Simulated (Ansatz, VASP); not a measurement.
# One calculation of VRe3F, two programs

```
V Re F
1.0
     4.15262    0.00000    0.00000
     0.00000    4.15262    0.00000
     0.00000    0.00000    4.15262
V Re F
1 3 1
Cartesian
  2.0763 2.0763 2.0763
  0.0000 2.0763 0.0000
  2.0763 0.0000 0.0000
  0.0000 0.0000 2.0763
  0.0000 0.0000 0.0000
```

Change from the starting cell: species swapped into the Gd3InN type (Pm-3m, No. 221).

Alike in both runs: task relaxation of cell and atoms; functional PBE; k mesh 10 × 10 × 10; occupations gaussian, width 0.1 eV; no spin polarisation.

|  | VASP | Ansatz |
| --- | --- | --- |
| version | VASP 6.6.1 | Ansatz 0.2.0 |
| potentials or method | VASP PAW PBE potentials, release 64 (V_sv, Re, F) | scalar-relativistic, plane waves, PAW |
| plane-wave cutoff (eV) | 600 | 420 |
| valence electrons in the cell | 41 | 65 |

Ansatz gave:

- gap on the k mesh at the Fermi level, each at its own relaxed structure (eV): none
- relaxed volume (Å³/atom): 14.27
- relaxed cell length with the largest relative difference (Å): 4.148

Task: What did VASP give for the same quantities?

Result: gap on the k mesh at the Fermi level, each at its own relaxed structure (eV): none; relaxed volume (Å³/atom): 14.34; relaxed cell length with the largest relative difference (Å): 4.154.

A gap of «none» marks a metal or a gap that the smearing closes. The two sets of potentials don't hold the same shells in valence.

Caveats: an odd number of electrons without spin polarisation forces a metal; a magnetic or distorted state may lie lower; the run has no spin polarisation, though such a crystal can be magnetic; semilocal functionals often make such compounds metallic where correlation or magnetic order opens a gap, which also shifts bond lengths. Spin-orbit coupling is left out, which matters for the levels of Re.
